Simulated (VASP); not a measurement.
Cu (fcc) is relaxed at rising pressure, each step from the one before. Symmetry mostly holds the structure type, and other phases were not tried. The mesh follows the cell, and a change of mesh leaves a small step in the series.

Input:

```
CELL_PARAMETERS angstrom
      0.00000     1.79019     1.79019
      1.79019     0.00000     1.79019
      1.79019     1.79019     0.00000
ATOMIC_POSITIONS crystal
  Cu 0.00000 0.00000 0.00000
```

Calculation: r2SCAN meta-GGA, VASP's PBE PAW potentials (set 64) (plane waves; VASP). Numerical set-up: 500 eV cut-off, 17×17×17 Γ-centred mesh, first-order Methfessel-Paxton smearing of 0.10 eV, potentials Cu.

```tsv
P (GPa)	V (Å³/atom)	H − H(0) (eV/atom)	space group	gap on the mesh (eV)	k-mesh
0	11.47	0.000	Fm-3m	0.00	17×17×17
5	11.16	0.353	Fm-3m	0.00	18×18×18
10	10.89	0.697	Fm-3m	0.00	18×18×18
20	10.43	1.362	Fm-3m	0.00	18×18×18
30	10.05	2.001	Fm-3m	0.00	18×18×18
45	9.61	2.921	Fm-3m	0.00	18×18×18
```

Pressures at which the relaxation failed are left out.

The compound is Cu in the fcc structure.
